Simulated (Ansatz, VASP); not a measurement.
# BiP: VASP beside Ansatz

One calculation is typed for both programs; each brings its own data sets and cutoff. How far apart do they land? The cell is invented: As first built, before any earlier steps moved the atoms (in the runner's words): it takes the AlP structure with some of its atoms replaced by other elements, volume scaled by an estimate. It may not be a known or stable phase. The cell is taken from a series of VASP runs on this material, whose earlier steps may have relaxed, scaled or displaced it; both programs get it as it stands.

Main program and level: Ansatz 0.2.0; plane waves, with VASP 6.6.1 beside it; band structure at PBE with D3(BJ).

## 1. Starting point

It takes space group F-43m (No. 216, cubic). Conventional cell: a = 6.426 Å, b = 6.426 Å, c = 6.426 Å, α = 90.00°, β = 90.00°, γ = 90.00°. Bi has 4 P at 2.78 Å nearest. P has 4 Bi at 2.78 Å nearest. As first built, before any earlier steps moved the atoms (in the runner's words): sites of the AlP structure (space group 216) filled with other elements, volume scaled by an estimate. Farther neighbours are not listed.

Coordinates:

```cif
data_structure
_symmetry_space_group_name_H-M 'F-43m'
_symmetry_Int_Tables_number 216
_cell_length_a 6.4264
_cell_length_b 6.4264
_cell_length_c 6.4264
_cell_angle_alpha 90.000
_cell_angle_beta 90.000
_cell_angle_gamma 90.000
_cell_volume 265.40
loop_
_atom_site_label
_atom_site_type_symbol
_atom_site_symmetry_multiplicity
_atom_site_Wyckoff_symbol
_atom_site_fract_x
_atom_site_fract_y
_atom_site_fract_z
_atom_site_occupancy
Bi1 Bi 4 a 0.00000 0.00000 0.00000 1
P1 P 4 d 0.25000 0.25000 0.75000 1
```

## 2. Ansatz: band structure, PBE with D3(BJ)

Ansatz runs on its default PAW (the set named soft_2) files.

With cell and atoms fixed, the geometry can't cause a difference; cores, projectors, grids and the points listed under the comparison can.

File input.yaml:

```yaml
crystal:
  lattice:
    - [0.0, 3.2131835306, 3.2131835306]
    - [3.2131835306, 0.0, 3.2131835306]
    - [3.2131835306, 3.2131835306, 0.0]
  atoms:
    - { symbol: Bi, position: [0.0, 0.0, 0.0] }
    - { symbol: P, position: [0.25, 0.25, 0.25] }
hamiltonian:
  xc: pbe
  pseudopotentials: { kind: paw }
  dispersion: d3bj
kpoints:
  mp_grid: { grid: [6, 6, 6] }
  band_path:
    path:
      - [0.0, 0.0, 0.0]
      - [0.16667, 0.0, 0.16667]
      - [0.33333, 0.0, 0.33333]
      - [0.5, 0.0, 0.5]
      - [0.5, 0.08333, 0.58333]
      - [0.5, 0.18333, 0.68333]
      - [0.5, 0.25, 0.75]
      - [0.45, 0.3, 0.75]
      - [0.40833, 0.34167, 0.75]
      - [0.35, 0.35, 0.7]
      - [0.225, 0.225, 0.45]
      - [0.075, 0.075, 0.15]
      - [0.03333, 0.03333, 0.03333]
      - [0.23333, 0.23333, 0.23333]
      - [0.4, 0.4, 0.4]
      - [0.51667, 0.46667, 0.51667]
      - [0.55833, 0.38333, 0.55833]
      - [0.60833, 0.28333, 0.60833]
      - [0.60833, 0.25, 0.64167]
      - [0.55833, 0.25, 0.69167]
      - [0.51667, 0.25, 0.73333]
      - [0.5, 0.3, 0.7]
      - [0.5, 0.38333, 0.61667]
      - [0.5, 0.48333, 0.51667]
      - [0.475, 0.475, 0.55]
      - [0.425, 0.425, 0.65]
      - [0.38333, 0.38333, 0.73333]
      - [0.59167, 0.18333, 0.59167]
      - [0.55, 0.1, 0.55]
      - [0.5, 0.0, 0.5]
    npoints: 1
scf:
  occupations: { method: fermi_dirac, width: 0.05 }
  n_extra_bands: 7
output:
  forces: true
  stress: true
  eigenvalues: true
```

Launch:

```console
ansatz run input.yaml --threads 2 --pin off --max-ram 4608MiB --backend cpu --events-out ev --progress --plain --runs-dir out
```

Numbers of over 12 decimals in the logs are rounded to 6 here.

What it wrote:

```text
scf.n_extra_bands = 7 over 10 filled bands (N_el = 20.0): the run solves 17 bands
Engine: ansatz 0.2.0, aarch64-unknown-linux-gnu
Pseudopotentials: kind: paw
Pseudopotential: Bi, paw, valence charge 15, recommended cutoff 420 eV (normal), Bi.paw.azcp
Pseudopotential: P, paw, valence charge 5, recommended cutoff 420 eV (normal), P.paw.azcp
Functional definition: PBE
  parameter kappa = 0.804
  parameter beta = 0.066725
  exchange = pbe_x(kappa = kappa, mu = beta*pi^2/3)
  correlation = pbe_c(beta = beta)
Crystal: 2 atoms, lattice volume = 66.349 Å³
Basis set: ecut = 420 eV, 1291 PW (Γ), exchange–correlation on 64×64×64 points (8 copies of the dense FFT grid, shifted against one another)
Bands: 17, of which v1, the nominal top of the filled ones, is band 10 counted from 1 (9 counted from 0)
Symmetry: 24 space group operations
Space group: F-43m (ITA 216), of the structure as read, at distance tolerance 4.0e-5 Å
k-points: 16 of 216 (time reversal used)
Non-local potential: Bi, projectors of the file, l = 0: 2, l = 1: 2, l = 2: 2, l = 3: 2
Non-local potential: P, projectors of the file, l = 0: 2, l = 1: 2, l = 2: 2
PAW form: soft (Blöchl's): semilocal exchange-correlation on the pseudo side does not see the compensation charge
PAW one-centre angular grid: Bi, 590 points (default); XC on 64 Gauss nodes
PAW one-centre angular grid: P, 110 points (default); XC on 64 Gauss nodes
Initial density: superposition of atomic densities (neutral atoms: chi_scale 0, normalization atom), corrected by the library's trained network
Initial wavefunctions: pseudopotential atomic-orbital guess
Functional: x = pbe(κ = 0.804, μ = 0.219515), c = pbe(β = 0.066725)
SCF iter   1: F=—  HF=-13152.191617 eV  |F-HF|=—  |Δ(HF+E_count)|=         —  Δρ=2.56e-3  dr2=9.63e-3  ethr=1.77e-3  ⟨swp⟩=7.4  Hψ=1669  notcnv=0
preconditioner: auto → none  [insulator: Δε(μ)=0.263 eV  Ē_g=10.979 eV  σ=0.050 eV  W_gap=0.71  n_scr=14 (ndim 8)  ℏωp=14.4 eV  f_vac=0.020  D(μ)=0.54/eV (n_scr^D=0)  ε∞_Penn≈2.7]
SCF iter   2: F=—  HF=-13152.190454 eV  |F-HF|=—  |Δ(HF+E_count)|=   1.16e-3  Δρ=1.51e-3  dr2=3.51e-3  ethr=4.82e-5  ⟨swp⟩=2.2  Hψ=552  notcnv=0  defer=23
SCF iter   3: F=—  HF=-13152.189692 eV  |F-HF|=—  |Δ(HF+E_count)|=   7.62e-4  Δρ=4.41e-4  dr2=1.42e-4  ethr=1.75e-5  ⟨swp⟩=2.1  Hψ=299  notcnv=0  defer=23
SCF iter   4: F=—  HF=-13152.189820 eV  |F-HF|=—  |Δ(HF+E_count)|=   1.29e-4  Δρ=9.40e-5  dr2=4.67e-6  ethr=7.12e-7  ⟨swp⟩=2.0  Hψ=330  notcnv=0  defer=23
SCF iter   5: F=—  HF=-13152.189830 eV  |F-HF|=—  |Δ(HF+E_count)|=   9.96e-6  Δρ=3.77e-5  dr2=6.97e-7  ethr=2.34e-8  ⟨swp⟩=2.8  Hψ=467  notcnv=0  defer=23
SCF iter   6: F=-13152.189832 eV  HF=-13152.189832 eV  |F-HF|=3.96e-8  |Δ(HF+E_count)|=   1.87e-6  Δρ=8.87e-6  dr2=6.14e-8  ethr=5.00e-10  ⟨swp⟩=8.4  Hψ=1708  notcnv=0
SCF 1 converged in 6 iterations: F = -13152.189832 eV  dr2 = 6.14e-8
  greatest PAW one-centre occupation: 0.988 electrons in one spin orbital (limit 2), on the Bi atom at site 0 (counted from 0), in its partial waves of l = 2
NSCF: frozen V_eff on 30 k-points
SCF converged after 6 iterations
Free energy (F): -13152.189832 eV
Harris-Foulkes:  -13152.189832 eV  (|F-HF|=3.96e-8)
Internal energy: -13152.185251 eV  (E = F + TS)
E sigma→0 (E₀):  -13152.187542 eV
Entropy (-TS):   -0.004581 eV (-2.290 meV/atom)
Fermi energy:    6.709716 eV
--- Per-component energies (eV) ---
  E_band       = -154.224222
  E_kinetic    = 370.009010
  E_local      = -1884.667802  (includes V_loc(G=0)·N_el)
  E_nonlocal   = 594.788082
  E_hartree    = 631.139908
  E_xc         = -211.993662
  E_vxc        = -203.739026  (∫ρ·V_xc dr)
  E_paw        = -11231.876526  (= ΣΔE_a)
  E_vpaw       = -292.893780  (= ΣTr[D̂ρ^β])
  E_aug_tail   = -0.000428  (compensation charges beyond the density's cutoff)
  E_ewald      = -1418.938257
  E_disp       = -0.645576  (pairwise vdW)
  E_smearing   = -0.004581  (= −TS)
  E_closure    = 0.000000  (closes the sum)
  Σ components = -13152.189832   (vs F -13152.189832, Δ=0.00e0)
--- Forces (eV/Å), atoms counted from 1 ---
  atom   1  Bi    -0.00000000     0.00000000    -0.00000000
  atom   2  P      0.00000000    -0.00000000     0.00000000
  max |Σ_I F_I| component: 2.96e-16 eV/Å
--- Stress (GPa, compression-positive) ---
        0.076952       0.000000      -0.000000
       -0.000000       0.076952       0.000000
        0.000000       0.000000       0.076952
  P = ⅓ Tr σ = 0.0770 GPa (0.770 kbar)
--- Band table (eV; the first three rows and the last of 16) ---
  k-point 0: bands = [... 6 lower, 0.6140, 4.8558, 4.8558, 4.8558, 7.5307, 7.5307, 7.5307, 10.9078, ... 3 higher]
  k-point 1: bands = [... 6 lower, -0.1567, 4.5676, 4.5676, 4.7347, 7.9426, 7.9426, 7.9851, 11.9855, ... 3 higher]
  k-point 2: bands = [... 6 lower, -1.5747, 4.1479, 4.1479, 4.3185, 8.4869, 8.4869, 9.5712, 12.6243, ... 3 higher]
  k-point 15: bands = [... 6 lower, -3.3433, 2.6576, 2.7217, 6.7610, 7.4043, 9.9710, 10.6033, 12.7082, ... 3 higher]
```

Run time: 2.4 s. Hardware: 2 threads of Arm Neoverse V1, shared host; peak memory 0.31 GiB.

## 3. VASP: band structure, PBE with D3(BJ)

The same cell, functional, mesh and smearing now go to VASP, with its own data sets and cutoff.

Lines of VASP's logs that name or quote its potential files are left out, and so is its time.

File INCAR:

```
SYSTEM = BiP
PREC = Accurate
ENCUT = 400
EDIFF = 1E-06
NELM = 100
ISMEAR = -1
SIGMA = 0.05
LREAL = .FALSE.
ALGO = Normal
GGA = PE
IVDW = 12
NBANDS = 22
LORBIT = 11
LWAVE = .FALSE.
LCHARG = .FALSE.
```

File POSCAR:

```
BiP
1.0
    0.0000000000      3.2131835306      3.2131835306
    3.2131835306      0.0000000000      3.2131835306
    3.2131835306      3.2131835306      0.0000000000
Bi P
1 1
Direct
    0.0000000000      0.0000000000      0.0000000000
    0.2500000000      0.2500000000      0.2500000000
```

File KPOINTS:

```
Automatic mesh
0
Gamma
6 6 6
0 0 0
```

File KPOINTS_OPT:

```
Line mode
16
Line-mode
Reciprocal
  0.00000000   0.00000000   0.00000000 GAMMA
  0.50000000   0.00000000   0.50000000 X

  0.50000000   0.00000000   0.50000000 X
  0.50000000   0.25000000   0.75000000 W

  0.50000000   0.25000000   0.75000000 W
  0.37500000   0.37500000   0.75000000 K

  0.37500000   0.37500000   0.75000000 K
  0.00000000   0.00000000   0.00000000 GAMMA

  0.00000000   0.00000000   0.00000000 GAMMA
  0.50000000   0.50000000   0.50000000 L

  0.50000000   0.50000000   0.50000000 L
  0.62500000   0.25000000   0.62500000 U

  0.62500000   0.25000000   0.62500000 U
  0.50000000   0.25000000   0.75000000 W

  0.50000000   0.25000000   0.75000000 W
  0.50000000   0.50000000   0.50000000 L

  0.50000000   0.50000000   0.50000000 L
  0.37500000   0.37500000   0.75000000 K

  0.62500000   0.25000000   0.62500000 U
  0.50000000   0.00000000   0.50000000 X
```

Potentials, in the order of the species: Bi_d and P (PBE family, release 64).

Launch:

```console
mpirun -np 1 vasp_std
```

What it wrote:

```text
[banner, memory and clock lines left out]
running    1 mpi-ranks, on    1 nodes
 distrk:  each k-point on    1 cores,    1 groups
 distr:  one band on    1 cores,    1 groups

 POSCAR found type information on POSCAR BiP
 POSCAR found :  2 types and       2 ions
 LDA part: xc-table for (Slater+PW92), standard interpolation
 POSCAR, INCAR and KPOINTS ok, starting setup
 FFT: planning ... GRIDC
 FFT: planning ... GRID_SOFT
 FFT: planning ... GRID
 WAVECAR not read
 entering main loop
       N       E                     dE             d eps       ncg     rms          rms(c)
DAV:   1     0.150791935160E+03    0.15079E+03   -0.80989E+03   704   0.753E+02
DAV:   2     0.364985411755E+01   -0.14714E+03   -0.14114E+03   772   0.245E+02
DAV:   3    -0.863271807234E+01   -0.12283E+02   -0.12184E+02   850   0.748E+01
DAV:   4    -0.896636535927E+01   -0.33365E+00   -0.33351E+00   836   0.136E+01
DAV:   5    -0.898018585992E+01   -0.13821E-01   -0.13820E-01   992   0.252E+00    0.365E+00
DAV:   6    -0.856637237934E+01    0.41381E+00   -0.14356E+00  1122   0.448E+00    0.223E+00
DAV:   7    -0.856890199033E+01   -0.25296E-02   -0.96753E-02   836   0.136E+00    0.132E+00
DAV:   8    -0.856716026135E+01    0.17417E-02   -0.13105E-02   850   0.761E-01    0.135E-01
DAV:   9    -0.856681278257E+01    0.34748E-03   -0.28730E-03   998   0.310E-01    0.928E-02
DAV:  10    -0.856697381335E+01   -0.16103E-03   -0.35349E-04   812   0.113E-01    0.318E-02
DAV:  11    -0.856699170731E+01   -0.17894E-04   -0.88061E-05   876   0.615E-02    0.145E-02
DAV:  12    -0.856699558361E+01   -0.38763E-05   -0.11087E-05   824   0.150E-02    0.386E-03
DAV:  13    -0.856699617374E+01   -0.59013E-06   -0.88949E-07   782   0.391E-03
   1 F= -.92123908E+01 E0= -.92101016E+01  d E =-.457850E-02
 Start KPOINTS_OPT (optional k-point list driver)
k-point batch [1-16\160]
       N       E                     dE             ncg
DAV:   1    -0.475542980034E+03   -0.54031E+04      704
DAV:   2    -0.289002280679E+04   -0.24145E+04      756
DAV:   3    -0.308974901731E+04   -0.19973E+03      858
DAV:   4    -0.309523825777E+04   -0.54892E+01      888
DAV:   5    -0.309546171535E+04   -0.22346E+00     1002
DAV:   6    -0.309546795958E+04   -0.62442E-02      930
DAV:   7    -0.309546808167E+04   -0.12208E-03     1038
DAV:   8    -0.309546808302E+04   -0.13543E-05      726
DAV:   9    -0.309546808315E+04   -0.12585E-06      592
[...]
k-point batch [145-160\160]
       N       E                     dE             ncg
DAV:   1    -0.674935729414E+03   -0.97040E+04      712
DAV:   2    -0.296897054479E+04   -0.22940E+04      738
DAV:   3    -0.316231118875E+04   -0.19334E+03      938
DAV:   4    -0.316718531076E+04   -0.48741E+01      884
DAV:   5    -0.316738817301E+04   -0.20286E+00     1004
DAV:   6    -0.316739296763E+04   -0.47946E-02      986
DAV:   7    -0.316739303686E+04   -0.69230E-04     1008
DAV:   8    -0.316739303772E+04   -0.85987E-06      770
```

Parts of OUTCAR (step 3):

```text
ion  position               nearest neighbor table
   1  0.000  0.000  0.000-   2 2.78   2 2.78   2 2.78   2 2.78
   2  0.250  0.250  0.250-   1 2.78   1 2.78   1 2.78   1 2.78

  LATTYP: Found a face centered cubic cell.
 ALAT       =     6.4263670612

 Subroutine GETGRP returns: Found 24 space group operations
 (whereof 24 operations were pure point group operations)

The static configuration has the point symmetry T_d .

 Found     16 irreducible k-points:

   k-points           NKPTS =     16   k-points in BZ     NKDIM =     16   number of bands    NBANDS=     22

   dimension x,y,z NGX =    30 NGY =   30 NGZ =   30
   dimension x,y,z NGXF=    60 NGYF=   60 NGZF=   60

   ENCUT  =  400.0 eV  29.40 Ry    5.42 a.u.   7.41  7.41  7.41*2*pi/ulx,y,z

   NELECT =      20.0000    total number of electrons

 k-points in reciprocal lattice and weights: Automatic mesh
   0.00000000  0.00000000  0.00000000       0.005
   0.16666667  0.00000000  0.00000000       0.037
   0.33333333  0.00000000  0.00000000       0.037
   0.50000000  0.00000000  0.00000000       0.019
   0.16666667  0.16666667  0.00000000       0.028
   0.33333333  0.16666667  0.00000000       0.111
   0.50000000  0.16666667  0.00000000       0.111
  -0.33333333  0.16666667  0.00000000       0.111
  -0.16666667  0.16666667  0.00000000       0.056
[...]
-0.33333333  0.33333333  0.16666667       0.111
  -0.33333333  0.50000000  0.16666667       0.056

 average (electrostatic) potential at core
       1-106.6901       2 -84.0214

 E-fermi :   4.6078

 k-point     1 :       0.0000    0.0000    0.0000
  band No.  band energies     occupation
    ...
      6      -8.5864      2.00000
      7      -1.4956      2.00000
      8       2.7586      2.00000
      9       2.7586      2.00000
     10       2.7586      2.00000
     11       5.4314      0.00000
     12       5.4314      0.00000
     13       5.4314      0.00000
     14       8.8043      0.00000
     15      11.8823      0.00000
    ...

 k-point     2 :       0.1667    0.0000    0.0000
  band No.  band energies     occupation
    ...
      6      -8.3665      2.00000
      7      -2.2642      2.00000
      8       2.4702      2.00000
      9       2.4702      2.00000
     10       2.6350      2.00000
     11       5.8436      0.00000
     12       5.8436      0.00000
     13       5.8860      0.00000
     14       9.8834      0.00000
     15      11.2058      0.00000
    ...

 k-point     3 :       0.3333    0.0000    0.0000
  band No.  band energies     occupation
    ...
      6      -7.7924      2.00000
      7      -3.6794      2.00000
      8       2.0504      2.00000
      9       2.0504      2.00000
     10       2.2169      2.00000
     11       6.3883      0.00000
     12       6.3883      0.00000
     13       7.4720      0.00000
     14      10.5255      0.00000
     15      11.3776      0.00000
    ...

 Edisp (eV)   -0.64539

  Total       0.00725     0.00725     0.00725     0.00000     0.00000     0.00000
  in kB       0.17498     0.17498     0.17498     0.00000     0.00000     0.00000
  external pressure =        0.17 kB  Pullay stress =        0.00 kB

  energy-cutoff  :      400.00
  volume of cell :       66.35
      direct lattice vectors                 reciprocal lattice vectors
     0.000000000  3.213183531  3.213183531    -0.155608914  0.155608914  0.155608914
     3.213183531  0.000000000  3.213183531     0.155608914 -0.155608914  0.155608914
     3.213183531  3.213183531  0.000000000     0.155608914  0.155608914 -0.155608914

 POSITION                                       TOTAL-FORCE (eV/Angst)
 -----------------------------------------------------------------------------------
      0.00000      0.00000      0.00000         0.000000      0.000000      0.000000
      1.60659      1.60659      1.60659        -0.000000     -0.000000     -0.000000
 -----------------------------------------------------------------------------------
    total drift:                                0.000000      0.000000      0.000000

  FREE ENERGIE OF THE ION-ELECTRON SYSTEM (eV)
  ---------------------------------------------------
  free  energy   TOTEN  =        -9.2123908113 eV

  energy  without entropy=       -9.2078123105  energy(sigma->0) =       -9.21010156

 total charge
# of ion       s       p       d       tot
------------------------------------------
    1        1.592   1.203   9.934  12.729
    2        1.109   1.346   0.000   2.455
--------------------------------------------------
tot          2.701   2.549   9.934  15.184

[... 3 further parts left out ...]
```

The run ends at a pressure of 0.02 GPa.

## 4. Side by side

Known differences besides the potentials themselves: the cutoff is 420 eV in Ansatz and 400 eV in VASP; VASP leaves aspherical gradient terms in its spheres out (LASPH is not set), Ansatz keeps them. Total energies have different zeros and are not compared.

The two programs side by side:

```tsv
quantity	Ansatz	VASP	difference
pressure (GPa)	0.08	0.02	+0.06
```

Levels from 3 eV below to 2 eV above the Fermi level differ by 3 meV r.m.s. and 5 meV at most; each VASP level is matched to the nearest of Ansatz, which flatters the figure a little. Ansatz's pressure holds a Pulay correction of 0.02 GPa; VASP's holds none.

## 5. What came out

| Item | Value |
| --- | --- |
| r.m.s. difference of levels near the Fermi level (band structure, PBE with D3(BJ)) | 2.9 meV |

In words: The r.m.s. difference of levels near the Fermi level is 2.9 meV (band structure, PBE with D3(BJ)), within the 80 meV picked in this series as the mark of a large difference. 1 further run of this series is not shown here. How closely two codes agree says nothing of how well the functional describes the real material.

[Lines on the potential files, build, host, timing and source positions are cut from VASP's logs without a mark.]

[Logs are printed without paths, hosts, clocks, repeated set-up lines and the standing remarks that a program may print on its own settings, such as how far it seeks lower states.]

[Hosts, paths, dates, database ids (printed as entryN), source tags and the programs' standing remarks are cut or masked in the printed files.]
